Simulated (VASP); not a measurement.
Consider the following.

```
W
1.0
   -1.55589     1.55589     1.55589
    1.55589    -1.55589     1.55589
    1.55589     1.55589    -1.55589
W
1
Direct
  0.00000   0.00000   0.00000
```

Computed with LDA (Ceperley-Alder, Perdew-Zunger), VASP's LDA PAW potentials (set 64) (plane waves; VASP). Run with 500 eV cut-off, 16×16×16 Γ-centred mesh, first-order Methfessel-Paxton smearing of 0.10 eV, potentials W_sv.

Energy and stress use the plane-wave basis of the starting cell.

### Question
The ions, cell shape and volume at an external pressure of 20.0 GPa are relaxed. Which structure does the run end with?

### Answer

```
W
1.0
   -1.54315     1.54315     1.54315
    1.54315    -1.54315     1.54315
    1.54315     1.54315    -1.54315
W
1
Direct
  0.00000   0.00000   0.00000
```
Space group Im-3m (229), at a tolerance of 0.03 Å.

### Question
How do energy and volume change from the first to the last step?

### Answer
The energy (σ→0) changes by +34.0 meV/atom and the volume by -2.4 %, in 4 ionic steps.

| step | E(σ→0) (eV) | max force (eV/Å) | pressure (GPa) | volume (Å³) |
|---|---|---|---|---|
| 1 | -14.0960 | 0.000 | 9.98 | 15.07 |
| 2 | -13.5894 | 0.000 | 80.33 | 13.10 |
| 3 | -14.0641 | 0.000 | 19.45 | 14.72 |
| 4 | -14.0620 | 0.000 | 19.90 | 14.70 |

The compound is W in the bcc structure. This run relaxes it under an external pressure of 20 GPa. Symmetry was kept, so distortions that lower it aren't found.
